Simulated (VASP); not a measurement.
All values below come from PBE GGA with D3 dispersion (Becke-Johnson damping), VASP's PBE PAW potentials (set 64) (plane waves; VASP).

The input files of a VASP run:

**POSCAR**
```
Sc
1
    1.6670432900    -2.8874035918     0.0000000000
    1.6670432900     2.8874035918     0.0000000000
    0.0000000000     0.0000000000     5.1741625931
Sc
2
Direct
  0.3333330000   0.6666670000   0.2500000000
  0.6666670000   0.3333330000   0.7500000000
```

INCAR:
```
! general
SYSTEM =Sc
PREC   =Accurate
ENCUT  =520
LREAL  =.False.
LASPH  =.True.

! electronic loop
EDIFF  =1E-7
NELM   =100   ! most electronic steps
ALGO   =Normal   ! blocked Davidson
LMAXMIX=4   ! l cut-off of mixed one-centre charges

! smearing
ISMEAR =1   ! Methfessel-Paxton
SIGMA  =0.1

! functional
GGA    =PE   ! PBE
IVDW   =12

! ions
IBRION =2
NSW    =30   ! most ionic steps
ISIF   =4
EDIFFG =-0.01

! output
LWAVE  =.False.
LCHARG =.False.
```

KPOINTS:
```
Automatic mesh
0
Gamma
13 13 7
0 0 0
```

POTCAR, in this order: Sc_sv (PBE.64 set). Program: vasp_std.

Output of the run:

File OSZICAR:
```
       N       E                     dE             d eps       ncg     rms          rms(c)
DAV:   1     0.387901956164E+03    0.38790E+03   -0.10977E+04  2520   0.154E+03
DAV:   2     0.100843907835E+02   -0.37782E+03   -0.37220E+03  3479   0.661E+02
DAV:   3    -0.135400738339E+02   -0.23624E+02   -0.23044E+02  4223   0.190E+02
DAV:   4    -0.138973866945E+02   -0.35731E+00   -0.35274E+00  3880   0.228E+01
DAV:   5    -0.139051954271E+02   -0.78087E-02   -0.77910E-02  4263   0.293E+00    0.754E+00
DAV:   6    -0.126634882024E+02    0.12417E+01   -0.29319E+00  3164   0.223E+01    0.224E+00
DAV:   7    -0.125080218856E+02    0.15547E+00   -0.70351E-01  3276   0.994E+00    0.874E-01
DAV:   8    -0.124979909969E+02    0.10031E-01   -0.30014E-02  3479   0.260E+00    0.247E-01
DAV:   9    -0.124964708289E+02    0.15202E-02   -0.85625E-03  3241   0.113E+00    0.215E-02
DAV:  10    -0.124964887298E+02   -0.17901E-04   -0.14251E-04  4264   0.184E-01    0.767E-03
DAV:  11    -0.124964847761E+02    0.39537E-05   -0.27711E-06  4018   0.249E-02    0.217E-03
DAV:  12    -0.124964862710E+02   -0.14948E-05   -0.48603E-07  2912   0.900E-03    0.959E-04
DAV:  13    -0.124964857556E+02    0.51534E-06   -0.27225E-08  2051   0.303E-03    0.108E-04
DAV:  14    -0.124964857508E+02    0.48126E-08   -0.76733E-09  1939   0.240E-03
   1 F= -.13264333E+02 E0= -.13263787E+02  d E =-.132643E+02
```

**OUTCAR**
```
------------------------ aborting loop because EDIFF is reached ----------------------------------------
 Edisp (eV)   -0.76785
  FORCE on cell =-STRESS in cart. coord.  units (eV):
  Direction    XX          YY          ZZ          XY          YZ          ZX
  --------------------------------------------------------------------------------------
  Total      -0.96778    -0.96778    -0.96726     0.00000     0.00000     0.00000
  in kB     -31.12885   -31.12885   -31.11212     0.00000     0.00000     0.00000
  external pressure =      -31.12 kB  Pullay stress =        0.00 kB
  volume of cell :       49.81
      direct lattice vectors                 reciprocal lattice vectors
     1.667043290 -2.887403592  0.000000000     0.299932223 -0.173165955  0.000000000
     1.667043290  2.887403592  0.000000000     0.299932223  0.173165955  0.000000000
     0.000000000  0.000000000  5.174162593     0.000000000  0.000000000  0.193267989
 POSITION                                       TOTAL-FORCE (eV/Angst)
 -----------------------------------------------------------------------------------
      1.66704      0.96247      1.29354         0.000000      0.000000      0.000000
      1.66704     -0.96247      3.88062        -0.000000     -0.000000      0.000000
 -----------------------------------------------------------------------------------
    total drift:                               -0.000126      0.000694     -0.000015
  FREE ENERGIE OF THE ION-ELECTRON SYSTEM (eV)
  ---------------------------------------------------
  free  energy   TOTEN  =       -13.2643329229 eV

  energy  without entropy=      -13.2626950757  energy(sigma->0) =      -13.26378697

 reached required accuracy - stopping structural energy minimisation
```
(Selected blocks of OUTCAR.)

The compound is Sc in the hcp structure. This cell is one point of a volume scan, at 1.06 of the reference volume.
